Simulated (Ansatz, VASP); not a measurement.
## C in two plane-wave programs

Wanted: the spread between two codes on one cell, functional and k mesh.

Main program and level: Ansatz 0.2.0; plane waves, with VASP 6.6.1 beside it; relaxation of cell and atoms at PBE and relaxation of cell and atoms at PBE with D3(BJ).

**1. Set-up**

The structure is cubic, space group Fd-3m (No. 227). The conventional cell has a = 3.567 Å, b = 3.567 Å, c = 3.567 Å, α = 90.00°, β = 90.00°, γ = 90.00°. C has 4 C at 1.54 Å nearest.

**2. Ansatz: relaxation of cell and atoms, PBE**

Ansatz runs on its default PAW (the set named soft_2) files.

The relaxed volume is the usual yardstick between codes: its relative difference is about their pressure difference at one cell divided by the bulk modulus.

File input.yaml:

```yaml
crystal:
  lattice:
    - [0.0, 1.783318, 1.783318]
    - [1.783318, 0.0, 1.783318]
    - [1.783318, 1.783318, 0.0]
  atoms:
    - { symbol: C, position: [0.75, 0.75, 0.75] }
    - { symbol: C, position: [0.5, 0.5, 0.5] }
hamiltonian:
  xc: pbe
  pseudopotentials: { kind: paw }
kpoints:
  mp_grid: { grid: [11, 11, 11] }
scf:
  occupations: { method: fermi_dirac, width: 0.05 }
relax:
  f_tol: 0.01
  max_steps: 60
  cell: { stress_tol: 0.05 }
output:
  forces: true
  stress: true
  write_density: true
  write_potential: true
  elf: true
  volumetric_format: npy
```

Command:

```sh
> ansatz run input.yaml --threads 4 --pin off --max-ram 9216MiB --backend cpu --events-out ev --progress --plain --runs-dir out
```

Numbers of over 12 decimals in the logs are rounded to 6 here.

What it wrote:

```text
Engine: ansatz 0.2.0, aarch64-unknown-linux-gnu
Pseudopotentials: kind: paw
Pseudopotential: C, paw, valence charge 4, recommended cutoff 420 eV (normal), C.paw.azcp
Functional definition: PBE
  parameter kappa = 0.804
  parameter beta = 0.066725
  exchange = pbe_x(kappa = kappa, mu = beta*pi^2/3)
  correlation = pbe_c(beta = beta)
Crystal: 2 atoms, lattice volume = 11.343 Å³
Basis set: ecut = 420 eV, 229 PW (Γ), exchange–correlation on 36×36×36 points (8 copies of the dense FFT grid, shifted against one another)
Bands: 8, of which v1, the nominal top of the filled ones, is band 4 counted from 1 (3 counted from 0)
Symmetry: 48 space group operations
Space group: Fd-3m (ITA 227), of the structure as read, at distance tolerance 2.2e-5 Å
k-points: 56 of 1331
Non-local potential: C, projectors of the file, l = 0: 2, l = 1: 2, l = 2: 1
PAW form: soft (Blöchl's): semilocal exchange-correlation on the pseudo side does not see the compensation charge
PAW one-centre angular grid: C, 110 points (default); XC on 64 Gauss nodes
Initial density: superposition of atomic densities (neutral atoms: chi_scale 0, normalization atom), corrected by the library's trained network
Initial wavefunctions: pseudopotential atomic-orbital guess
Functional: x = pbe(κ = 0.804, μ = 0.219515), c = pbe(β = 0.066725)
SCF iter   1: F=—  HF=-501.615282 eV  |F-HF|=—  |Δ(HF+E_count)|=         —  Δρ=1.76e-3  dr2=9.16e-5  ethr=1.77e-3  ⟨swp⟩=4.6  Hψ=2884  notcnv=0
preconditioner: auto → none  [insulator: Δε(μ)=4.144 eV  Ē_g=19.633 eV  σ=0.050 eV  W_gap=1.00  n_scr=0 (ndim 8)  ℏωp=31.2 eV  f_vac=0.000  D(μ)=0.00/eV (n_scr^D=0)  ε∞_Penn≈3.5]
SCF iter   2: F=—  HF=-501.615420 eV  |F-HF|=—  |Δ(HF+E_count)|=   1.37e-4  Δρ=9.02e-4  dr2=2.49e-5  ethr=1.15e-6  ⟨swp⟩=2.0  Hψ=1097  notcnv=0
SCF iter   3: F=—  HF=-501.615472 eV  |F-HF|=—  |Δ(HF+E_count)|=   5.23e-5  Δρ=1.34e-4  dr2=1.28e-6  ethr=3.11e-7  ⟨swp⟩=2.1  Hψ=663  notcnv=0
SCF iter   4: F=—  HF=-501.615471 eV  |F-HF|=—  |Δ(HF+E_count)|=   4.26e-7  Δρ=6.14e-5  dr2=2.33e-7  ethr=1.61e-8  ⟨swp⟩=1.1  Hψ=466  notcnv=0
iter 5 did not close the SCF: its close was put off for the readings that it lacked (scf_convergence_deferred on its scf_iter line)
SCF iter   5: F=-501.615471 eV  HF=-501.615471 eV  |F-HF|=9.46e-11  |Δ(HF+E_count)|=   2.07e-8  Δρ=4.67e-6  dr2=1.04e-9  ethr=2.92e-9  ⟨swp⟩=2.5  Hψ=675  notcnv=0
SCF iter   6: F=-501.615471 eV  HF=-501.615471 eV  |F-HF|=6.71e-12  |Δ(HF+E_count)|=  1.03e-10  Δρ=5.53e-7  dr2=1.07e-11  ethr=1.30e-11  ⟨swp⟩=3.9  Hψ=1894  notcnv=0
SCF 1 converged in 6 iterations: F = -501.615471 eV  dr2 = 1.07e-11
  greatest PAW one-centre occupation: 0.644 electrons in one spin orbital (limit 2), on the C atom at site 1 (counted from 0), in its partial waves of l = 0
relax step   1: F+E_penalty+E_count = -501.61547140 eV  Δ(F+E_penalty+E_count) = +0.000e0 eV  max|allowed force component| = 3.701e-17 eV/Å  Δτ_max = 0.0000 Å  P = +1.811 GPa  Ω = 11.343 Å³  (6 SCF iters, accepted)
[...]
relax step   2: F+E_penalty+E_count = -501.61551019 eV  Δ(F+E_penalty+E_count) = -3.879e-5 eV  max|allowed force component| = 2.776e-16 eV/Å  Δτ_max = 0.0000 Å  P = +0.697 GPa  Ω = 11.371 Å³  energy of the carried Pulay correction = -1.818e-4 eV  (6 SCF iters, dr2 threshold 2.00e-7 eV, accepted)
[...]
relax step   3: F+E_penalty+E_count = -501.61543485 eV  Δ(F+E_penalty+E_count) = +7.534e-5 eV  max|allowed force component| = 1.642e-16 eV/Å  Δτ_max = 0.0000 Å  P = +0.003 GPa  Ω = 11.389 Å³  energy of the carried Pulay correction = -2.959e-4 eV  (6 SCF iters, dr2 threshold 2.00e-7 eV, accepted)
[...]
relax step   4: F+E_penalty+E_count = -501.61581001 eV  Δ(F+E_penalty+E_count) = -3.752e-4 eV  max|allowed force component| = 2.220e-16 eV/Å  Δτ_max = 0.0000 Å  P = +0.049 GPa  Ω = 11.389 Å³  stress off target by 4.93e-2 GPa  SCF on the basis re-selected at this cell (its energy is not comparable with the rows above)  (8 SCF iters)
basis re-selected at this cell: Δ(F+E_penalty+E_count) = -3.752e-4 eV, ΔP = +0.046 GPa vs the last step (what re-selecting the basis moved, of the pressure what is left beyond the Pulay correction that the steps carried, after the strain that the cell walked since its last selection, with what the two solves' SCF thresholds leave and, on support functions, any second-order correction that the steps lacked; it is no m [...]
SCF converged after 8 iterations
Free energy (F): -501.615810 eV
Harris-Foulkes:  -501.615810 eV  (|F-HF|=0.00e0)
Internal energy: -501.615810 eV  (E = F + TS)
E sigma→0 (E₀):  -501.615810 eV
Fermi energy:    15.291183 eV
--- Per-component energies (eV) ---
  E_band       = 34.331137
  E_kinetic    = 184.263021
  E_local      = -122.689207  (includes V_loc(G=0)·N_el)
  E_nonlocal   = 53.269889
  E_hartree    = 26.823940
  E_xc         = -97.360390
  E_vxc        = -120.863781  (∫ρ·V_xc dr)
  E_paw        = -198.420072  (= ΣΔE_a)
  E_vpaw       = -13.296684  (= ΣTr[D̂ρ^β])
  E_aug_tail   = 0.000018  (compensation charges beyond the density's cutoff)
  E_ewald      = -347.503010
  E_smearing   = -0.000000  (= −TS)
  E_closure    = 0.000000  (closes the sum)
  Σ components = -501.615810   (vs F -501.615810, Δ=0.00e0)
--- Forces (eV/Å), atoms counted from 1 ---
  atom   1  C      0.00000000     0.00000000     0.00000000
  atom   2  C     -0.00000000    -0.00000000    -0.00000000
  max |Σ_I F_I| component: 9.25e-17 eV/Å
--- Stress (GPa, compression-positive) ---
        0.049260      -0.000000      -0.000000
       -0.000000       0.049260       0.000000
       -0.000000       0.000000       0.049260
  P = ⅓ Tr σ = 0.0493 GPa (0.493 kbar)
--- Band table (eV; the first three rows and the last of 56) ---
  k-point 0: bands = ["-8.1807", "13.2454", "13.2454", "13.2454", "18.8283", "18.8283", "18.8283", "26.4333"]
  k-point 1: bands = ["-7.9526", "11.8229", "12.8685", "12.8685", "19.3209", "19.3209", "19.6406", "26.6350"]
  k-point 2: bands = ["-7.2717", "8.9916", "12.0867", "12.0867", "20.3371", "20.3371", "20.7746", "27.2088"]
  k-point 55: bands = ["0.6037", "1.7769", "4.3697", "5.9466", "22.3685", "24.5304", "25.7925", "26.1792"]
--- Relaxed structure (3 steps of the walk, 3 accepted, 1 SCFs on fresh bases) ---
  F+E_penalty+E_count = -501.61581001 eV   max|allowed force component| = 2.220e-16 eV/Å   (the final SCF, on the basis selected at the relaxed cell)
  cell:  # Å, volume = 11.3886 Å³
    - [0, 1.785722, 1.785722]
    - [1.785722, 0, 1.785722]
    - [1.785722, 1.785722, 0]
  atoms:
    - { symbol: C, position: [0.75, 0.75, 0.75] }
    - { symbol: C, position: [0.500000, 0.500000, 0.500000] }
```

Wall time 0.7 s (4 threads of Arm Neoverse V2, shared host); peak memory 0.26 GiB.

**3. VASP: relaxation of cell and atoms, PBE**

The same cell, functional, mesh and smearing now go to VASP, with its own data sets and cutoff.

Lines of VASP's logs that name or quote its potential files are left out, and so is its time.

File INCAR:

```
SYSTEM = C
PREC = Accurate
ENCUT = 560
EDIFF = 1E-06
NELM = 100
ISMEAR = -1
SIGMA = 0.05
LREAL = .FALSE.
ALGO = Normal
GGA = PE
NBANDS = 10
LORBIT = 11
LWAVE = .FALSE.
LCHARG = .FALSE.
KPAR = 2
IBRION = 2
NSW = 60
ISIF = 3
EDIFFG = -0.01
```

File POSCAR:

```
C
1.0
    0.0000000000      1.7833180000      1.7833180000
    1.7833180000      0.0000000000      1.7833180000
    1.7833180000      1.7833180000      0.0000000000
C
2
Direct
    0.7500000000      0.7500000000      0.7500000000
    0.5000000000      0.5000000000      0.5000000000
```

File KPOINTS:

```
Automatic mesh
0
Gamma
11 11 11
0 0 0
```

Potentials, in the order of the species: C (PBE family, release 64).

Command:

```sh
> mpirun -np 2 vasp_std
```

What it wrote:

```text
[banner, memory and clock lines left out]
running    2 mpi-ranks, on    1 nodes
 distrk:  each k-point on    1 cores,    2 groups
 distr:  one band on    1 cores,    1 groups

 POSCAR found type information on POSCAR C
 POSCAR found :  1 types and       2 ions
 LDA part: xc-table for (Slater+PW92), standard interpolation
 POSCAR, INCAR and KPOINTS ok, starting setup
 FFT: planning ... GRIDC
 FFT: planning ... GRID_SOFT
 FFT: planning ... GRID
 WAVECAR not read
 entering main loop
       N       E                     dE             d eps       ncg     rms          rms(c)
DAV:   1     0.253060656228E+01    0.25306E+01   -0.50967E+03  1160   0.815E+02
DAV:   2    -0.184908937310E+02   -0.21022E+02   -0.20326E+02  1554   0.136E+02
DAV:   3    -0.188246509444E+02   -0.33376E+00   -0.33322E+00  1324   0.140E+01
DAV:   4    -0.188253317811E+02   -0.68084E-03   -0.68080E-03  1196   0.691E-01
DAV:   5    -0.188253326873E+02   -0.90624E-06   -0.90600E-06  1270   0.247E-02    0.554E+00
DAV:   6    -0.183463028305E+02    0.47903E+00   -0.26707E-01  1154   0.388E+00    0.331E+00
DAV:   7    -0.181851011541E+02    0.16120E+00   -0.32250E-01  1226   0.432E+00    0.754E-01
DAV:   8    -0.181868438810E+02   -0.17427E-02   -0.77911E-03  1154   0.712E-01    0.434E-02
DAV:   9    -0.181868785640E+02   -0.34683E-04   -0.65867E-05  1366   0.694E-02    0.237E-02
DAV:  10    -0.181868984556E+02   -0.19892E-04   -0.15734E-05  1164   0.382E-02    0.500E-03
DAV:  11    -0.181868984992E+02   -0.43560E-07   -0.19913E-07   990   0.446E-03
   1 F= -.18186898E+02 E0= -.18186898E+02  d E =-.181869E+02
 curvature:   0.00 expect dE= 0.000E+00 dE for cont linesearch  0.000E+00
 trial: gam= 0.00000 g(F)=  0.128E-47 g(S)=  0.167E-02 ort = 0.000E+00 (trialstep = 0.100E+01)
 search vector abs. value=  0.167E-02
 bond charge predicted
       N       E                     dE             d eps       ncg     rms          rms(c)
DAV:   1    -0.181872507558E+02   -0.35230E-03   -0.33268E-02  1192   0.160E+00    0.165E-01
DAV:   2    -0.181868735835E+02    0.37717E-03   -0.39331E-04  1188   0.170E-01    0.928E-02
DAV:   3    -0.181867111044E+02    0.16248E-03   -0.25403E-04  1172   0.117E-01    0.130E-02
DAV:   4    -0.181867106909E+02    0.41350E-06   -0.32826E-06  1206   0.172E-02
   2 F= -.18186711E+02 E0= -.18186711E+02  d E =0.187808E-03
 trial-energy change:    0.000188  1 .order    0.000187   -0.001674    0.002049
 step:   0.4496(harm=  0.4496)  dis= 0.00000  next Energy=   -18.187275 (dE=-0.376E-03)
 bond charge predicted
       N       E                     dE             d eps       ncg     rms          rms(c)
DAV:   1    -0.181874296213E+02   -0.71852E-03   -0.10044E-02  1192   0.882E-01    0.910E-02
DAV:   2    -0.181873172999E+02    0.11232E-03   -0.11947E-04  1188   0.937E-02    0.511E-02
DAV:   3    -0.181872714071E+02    0.45893E-04   -0.76557E-05  1172   0.641E-02    0.710E-03
DAV:   4    -0.181872714894E+02   -0.82338E-07   -0.97395E-07  1026   0.940E-03
   3 F= -.18187271E+02 E0= -.18187271E+02  d E =-.372990E-03
 curvature:  -0.22 expect dE=-0.573E-08 dE for cont linesearch -0.573E-08
 trial: gam=-0.00389 g(F)=  0.180E-46 g(S)=  0.255E-07 ort = 0.653E-05 (trialstep = 0.890E+00)
 search vector abs. value=  0.100E-09
 reached required accuracy - stopping structural energy minimisation
```

OUTCAR, selected parts (step 3):

```text
ion  position               nearest neighbor table
   1  0.750  0.750  0.750-   2 1.54   2 1.54   2 1.54   2 1.54
   2  0.500  0.500  0.500-   1 1.54   1 1.54   1 1.54   1 1.54

  LATTYP: Found a face centered cubic cell.
 ALAT       =     3.5666360000

 Subroutine GETGRP returns: Found 48 space group operations
 (whereof 24 operations were pure point group operations)

The static configuration has the point symmetry T_d .
 The point group associated with its full space group is O_h .

 Found     56 irreducible k-points:

   k-points           NKPTS =     56   k-points in BZ     NKDIM =     56   number of bands    NBANDS=     10

   dimension x,y,z NGX =    20 NGY =   20 NGZ =   20
   dimension x,y,z NGXF=    40 NGYF=   40 NGZF=   40

   ENCUT  =  560.0 eV  41.16 Ry    6.42 a.u.   4.87  4.87  4.87*2*pi/ulx,y,z

   NELECT =       8.0000    total number of electrons

 k-points in reciprocal lattice and weights: Automatic mesh
   0.00000000  0.00000000  0.00000000       0.001
   0.09090909  0.00000000  0.00000000       0.006
   0.18181818  0.00000000  0.00000000       0.006
   0.27272727  0.00000000  0.00000000       0.006
   0.36363636  0.00000000  0.00000000       0.006
   0.45454545  0.00000000  0.00000000       0.006
   0.09090909  0.09090909  0.00000000       0.005
   0.18181818  0.09090909  0.00000000       0.018
   0.27272727  0.09090909  0.00000000       0.018
[...]
-0.36363636  0.45454545  0.18181818       0.018
  -0.27272727  0.45454545  0.18181818       0.018

 average (electrostatic) potential at core
       1 -45.4553       2 -45.4553

 E-fermi :  10.6141

 k-point     1 :       0.0000    0.0000    0.0000
  band No.  band energies     occupation
      1     -11.7525      2.00000
      2       9.6590      2.00000
      3       9.6590      2.00000
      4       9.6590      2.00000
      5      15.2357      0.00000
      6      15.2357      0.00000
      7      15.2357      0.00000
      8      22.8797      0.00000
      9      28.8920      0.00000
    ...

 k-point     2 :       0.0909    0.0000    0.0000
  band No.  band energies     occupation
      1     -11.5245      2.00000
      2       8.2394      2.00000
      3       9.2839      2.00000
      4       9.2839      2.00000
      5      15.7280      0.00000
      6      15.7280      0.00000
      7      16.0472      0.00000
      8      23.0797      0.00000
      9      29.2666      0.00000
    ...

 k-point     3 :       0.1818    0.0000    0.0000
  band No.  band energies     occupation
      1     -10.8437      2.00000
      2       5.4105      2.00000
      3       8.5049      2.00000
      4       8.5049      2.00000
      5      16.7440      0.00000
      6      16.7440      0.00000
      7      17.1848      0.00000
      8      23.6485      0.00000
      9      29.9883      0.00000
    ...

  Total        0.0005936      0.0005936      0.0005936      0.0000000      0.0000000      0.0000000
  in kB        0.0834307      0.0834307      0.0834307      0.0000000      0.0000000      0.0000000
  external PRESSURE =       0.0834307 kB  Pullay stress =       0.0000000 kB

  energy-cutoff  :      560.00
  volume of cell :       11.40
      direct lattice vectors                 reciprocal lattice vectors
    -0.000000000  1.786259424  1.786259424    -0.279914548  0.279914548  0.279914548
     1.786259424  0.000000000  1.786259424     0.279914548 -0.279914548  0.279914548
     1.786259424  1.786259424 -0.000000000     0.279914548  0.279914548 -0.279914548

 POSITION                                       TOTAL-FORCE (eV/Angst)
 -----------------------------------------------------------------------------------
      2.67939      2.67939      2.67939        -0.000000     -0.000000     -0.000000
      1.78626      1.78626      1.78626         0.000000      0.000000      0.000000
 -----------------------------------------------------------------------------------
    total drift:                                0.000000     -0.000000      0.000000

  FREE ENERGIE OF THE ION-ELECTRON SYSTEM (eV)
  ---------------------------------------------------
  free  energy   TOTEN  =       -18.1872714894 eV

  energy  without entropy=      -18.1872714894  energy(sigma->0) =      -18.18727149

 reached required accuracy - stopping structural energy minimisation

 total charge
# of ion       s       p       d       tot
------------------------------------------
    1        0.827   1.743   0.000   2.571
    2        0.827   1.743   0.000   2.571
--------------------------------------------------
tot          1.655   3.486   0.000   5.141

[... 3 further parts left out ...]
```

(Part 1 of 2 ends here.)

[Lines on the potential files, build, host, timing and source positions are cut from VASP's logs without a mark.]

[Logs are printed without paths, hosts, clocks, repeated set-up lines and the standing remarks that a program may print on its own settings, such as how far it seeks lower states.]

[Hosts, paths, dates, database ids (printed as entryN), source tags and the programs' standing remarks are cut or masked in the printed files.]
